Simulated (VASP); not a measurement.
Input:

```yaml
crystal:
  lattice:
    - [3.17309, 0.00000, 0.00000]
    - [-1.58655, 2.74798, 0.00000]
    - [0.00000, 0.00000, 6.45905]
  atoms:
    - { symbol: Mo, position: [0.00000, 0.00000, 0.00000] }
    - { symbol: Mo, position: [0.00000, 0.00000, 0.50000] }
    - { symbol: S, position: [0.33333, 0.66667, 0.25000] }
    - { symbol: S, position: [0.66667, 0.33333, 0.75000] }
```

Level of theory: PBEsol GGA, VASP's PBE PAW potentials (set 64) (plane waves; VASP). Numerical set-up: 400 eV cut-off, Gaussian smearing of 0.050 eV, potentials Mo_sv S.

### Question
Give the energies of bands 12 to 23 at the high-symmetry points, in eV from the Fermi level.

### Answer

| band | Γ | M | K | A | L | H |
|---|---|---|---|---|---|---|
| 12 | -5.38 | -7.75 | -7.74 | -7.37 | -8.43 | -7.82 |
| 13 | -5.38 | -7.00 | -7.74 | -4.54 | -6.57 | -6.97 |
| 14 | -4.75 | -6.10 | -6.67 | -4.54 | -6.57 | -6.97 |
| 15 | -4.23 | -5.34 | -6.67 | -4.54 | -5.22 | -6.64 |
| 16 | -2.30 | -4.50 | -5.48 | -4.54 | -5.22 | -6.64 |
| 17 | -2.30 | -3.57 | -1.91 | -2.04 | -3.41 | -2.23 |
| 18 | -2.15 | -3.18 | -1.91 | -2.04 | -3.41 | -2.23 |
| 19 | -2.15 | -1.07 | -0.73 | -1.24 | 0.90 | 0.48 |
| 20 | -1.82 | 1.11 | -0.73 | -1.24 | 0.90 | 0.48 |
| 21 | -1.82 | 1.19 | -0.02 | -1.24 | 1.22 | 0.66 |
| 22 | 0.03 | 1.33 | 1.06 | -1.24 | 1.22 | 0.66 |
| 23 | 0.03 | 1.53 | 2.99 | 1.52 | 1.62 | 1.00 |

It has no gap at this level: it comes out as a metal or semimetal.

The structure was generated: MoS was put into the NiAs type type (P6_3/mmc), which need not be its known phase. It was relaxed first, which changed the volume by -33 %. VASP warned that the highest band is occupied, so more bands are needed.
